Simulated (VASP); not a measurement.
Computed with PBEsol GGA, VASP's PBE PAW potentials (set 64) (plane waves; VASP).

A VASP calculation is set up with these files.

**POSCAR**
```
Au
1
    2.6940754223     0.0000000000     0.0000000000
    0.0000000000     2.6940754223     0.0000000000
    0.0000000000     0.0000000000     2.6940754223
Au
1
Direct
  0.0000000000   0.0000000000   0.0000000000
```

KPOINTS:
```
K-points
0
Gamma
  15 15 15
0 0 0
```

### INCAR
```
# general
SYSTEM   =  Au
PREC     =  Accurate
ENCUT    =  400   # plane-wave cut-off (eV)
LREAL    =  F   # projection in real space or not
LASPH    =  T   # aspherical one-centre terms

# electronic loop
EDIFF    =  1E-7   # SCF stop (eV)
NELM     =  100
ALGO     =  Normal   # blocked Davidson
LMAXMIX  =  6   # l cut-off of mixed one-centre charges

# smearing
ISMEAR   =  -5   # tetrahedra, Bloechl

# functional
GGA      =  PS

# ions
ISIF     =  2

# output
LWAVE    =  F
LCHARG   =  T
LORBIT   =  11   # lm-projected
NEDOS    =  601   # DOS grid
```

POTCAR, in this order: Au (PBE.64 set). Program: vasp_std.

Output

File OSZICAR:
```
       N       E                     dE             d eps       ncg     rms          rms(c)
DAV:   1     0.304978571007E+02    0.30498E+02   -0.49398E+03  2577   0.850E+02
DAV:   2    -0.377105725819E+01   -0.34269E+02   -0.32790E+02  2245   0.168E+02
DAV:   3    -0.402132793946E+01   -0.25027E+00   -0.25005E+00  2541   0.151E+01
DAV:   4    -0.402218275206E+01   -0.85481E-03   -0.85578E-03  2365   0.874E-01
DAV:   5    -0.402219024630E+01   -0.74942E-05   -0.74973E-05  2384   0.808E-02    0.776E+00
DAV:   6    -0.366657659652E+01    0.35561E+00   -0.13189E+00  2194   0.108E+01    0.526E+00
DAV:   7    -0.365417197235E+01    0.12405E-01   -0.23935E-02  2368   0.142E+00    0.289E+00
DAV:   8    -0.365066215553E+01    0.35098E-02   -0.92165E-04  2210   0.258E-01    0.102E-01
DAV:   9    -0.365065820888E+01    0.39466E-05   -0.30706E-05  2433   0.516E-02    0.114E-02
DAV:  10    -0.365066003325E+01   -0.18244E-05   -0.19281E-06  2347   0.154E-02    0.403E-03
DAV:  11    -0.365066024991E+01   -0.21667E-06   -0.15392E-07  1495   0.397E-03    0.490E-04
DAV:  12    -0.365066036144E+01   -0.11153E-06   -0.13717E-08  1119   0.127E-03    0.331E-04
DAV:  13    -0.365066027451E+01    0.86930E-07   -0.63395E-09  1119   0.755E-04
   1 F= -.36506603E+01 E0= -.36506603E+01  d E =0.000000E+00
```

### OUTCAR
```
------------------------ aborting loop because EDIFF is reached ----------------------------------------
  FORCE on cell =-STRESS in cart. coord.  units (eV):
  Direction    XX          YY          ZZ          XY          YZ          ZX
  --------------------------------------------------------------------------------------
  Total        0.0105418      0.0105418      0.0105418      0.0000000      0.0000000      0.0000000
  in kB        0.8637650      0.8637650      0.8637650      0.0000000      0.0000000      0.0000000
  external PRESSURE =       0.8637650 kB  Pullay stress =       0.0000000 kB
  volume of cell :       19.55
      direct lattice vectors                 reciprocal lattice vectors
     2.694075422  0.000000000  0.000000000     0.371184857  0.000000000  0.000000000
     0.000000000  2.694075422  0.000000000     0.000000000  0.371184857  0.000000000
     0.000000000  0.000000000  2.694075422     0.000000000  0.000000000  0.371184857
 POSITION                                       TOTAL-FORCE (eV/Angst)
 -----------------------------------------------------------------------------------
      0.00000      0.00000      0.00000         0.000000      0.000000      0.000000
 -----------------------------------------------------------------------------------
    total drift:                                0.000000      0.000000     -0.000000
  FREE ENERGIE OF THE ION-ELECTRON SYSTEM (eV)
  ---------------------------------------------------
  free  energy   TOTEN  =        -3.6506602745 eV

  energy  without entropy=       -3.6506602745  energy(sigma->0) =       -3.65066027

 total charge

# of ion       s       p       d       tot
------------------------------------------
    1        0.607   0.313   8.751   9.671
```
(Selected blocks of OUTCAR.)

For a metal the tetrahedron method with Blöchl corrections gives inexact stress and forces.

The structure was generated: Au was put into the simple-cubic type (Pm-3m), which need not be its known phase. It was relaxed first.
